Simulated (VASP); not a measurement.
OSZICAR of a VASP run on HgTe (space group F-43m):

File OSZICAR:
```
       N       E                     dE             d eps       ncg     rms          rms(c)
DAV:   1     0.187606664901E+02    0.18761E+02   -0.71044E+03   918   0.980E+02
DAV:   2    -0.765545919208E+02   -0.95315E+02   -0.90717E+02  1000   0.248E+02
DAV:   3    -0.802733923430E+02   -0.37188E+01   -0.37039E+01  1115   0.517E+01
DAV:   4    -0.803042766966E+02   -0.30884E-01   -0.30878E-01  1217   0.436E+00
DAV:   5    -0.803044901037E+02   -0.21341E-03   -0.21341E-03  1100   0.274E-01    0.673E+00
DAV:   6    -0.752801941906E+02    0.50243E+01   -0.31634E+00   910   0.257E+01    0.846E+00
DAV:   7    -0.751572473675E+02    0.12295E+00   -0.18403E-01   910   0.530E+00    0.538E+00
DAV:   8    -0.751441801756E+02    0.13067E-01   -0.96047E-02   985   0.301E+00    0.175E+00
DAV:   9    -0.750552279823E+02    0.88952E-01   -0.20192E-01   910   0.373E+00    0.267E-01
DAV:  10    -0.751609641799E+02   -0.10574E+00   -0.48206E-02   910   0.186E+00    0.316E-01
DAV:  11    -0.751535464737E+02    0.74177E-02   -0.13076E-02   910   0.107E+00    0.115E-01
DAV:  12    -0.751616635603E+02   -0.81171E-02   -0.47423E-03   940   0.548E-01    0.750E-02
DAV:  13    -0.751609608794E+02    0.70268E-03   -0.41857E-03   930   0.655E-01    0.503E-02
DAV:  14    -0.751616120607E+02   -0.65118E-03   -0.15137E-04   995   0.126E-01    0.385E-02
DAV:  15    -0.751616205429E+02   -0.84822E-05   -0.48552E-06  1005   0.258E-02    0.408E-02
DAV:  16    -0.751617185025E+02   -0.97960E-04   -0.54243E-06   910   0.264E-02    0.583E-02
DAV:  17    -0.751629403070E+02   -0.12218E-02   -0.66219E-04   910   0.231E-01    0.533E-02
DAV:  18    -0.751629735373E+02   -0.33230E-04   -0.58329E-05  1060   0.722E-02    0.354E-02
DAV:  19    -0.751629757278E+02   -0.21905E-05   -0.24006E-06   915   0.142E-02    0.250E-02
DAV:  20    -0.751629764398E+02   -0.71200E-06   -0.65868E-07   520   0.817E-03
   1 F= -.75162976E+02 E0= -.75163073E+02  d E =-.751630E+02
       N       E                     dE             d eps       ncg     rms          rms(c)
DAV:   1    -0.751642363579E+02   -0.12606E-02   -0.27362E-02   950   0.205E+00    0.296E-01
DAV:   2    -0.751630823519E+02    0.11540E-02   -0.30591E-03   920   0.831E-01    0.955E-02
DAV:   3    -0.751630241848E+02    0.58167E-04   -0.27783E-04   915   0.194E-01    0.961E-02
DAV:   4    -0.751628970145E+02    0.12717E-03   -0.19055E-04   910   0.135E-01    0.115E-02
DAV:   5    -0.751630139984E+02   -0.11698E-03   -0.61591E-05   910   0.950E-02    0.879E-03
DAV:   6    -0.751630034306E+02    0.10568E-04   -0.81575E-06   920   0.312E-02    0.509E-03
DAV:   7    -0.751630122107E+02   -0.87801E-05   -0.11850E-05   910   0.427E-02    0.182E-03
DAV:   8    -0.751630145517E+02   -0.23410E-05   -0.28918E-06   910   0.205E-02    0.200E-03
DAV:   9    -0.751630150678E+02   -0.51611E-06   -0.22241E-07   470   0.521E-03
   2 F= -.75163015E+02 E0= -.75163110E+02  d E =-.386279E-04
```

Which electronic solver shows in the log?

It is blocked Davidson (ALGO = Normal, or the opening steps of other solvers). The INCAR had ALGO = Normal.

Can the final energy be trusted as converged?

The run converged. It stopped with EDIFF = 1E-6, NELM = 100, NSW = 60 and EDIFFG = -0.01 after 2 ionic steps (r2SCAN meta-GGA, plane waves, VASP's PBE PAW potentials (set 64)).

The structure comes from a computed database's HgTe entry (F-43m); how it stands against other phases isn't given here. This run relaxes it. Symmetry was kept, so distortions that lower it aren't found.
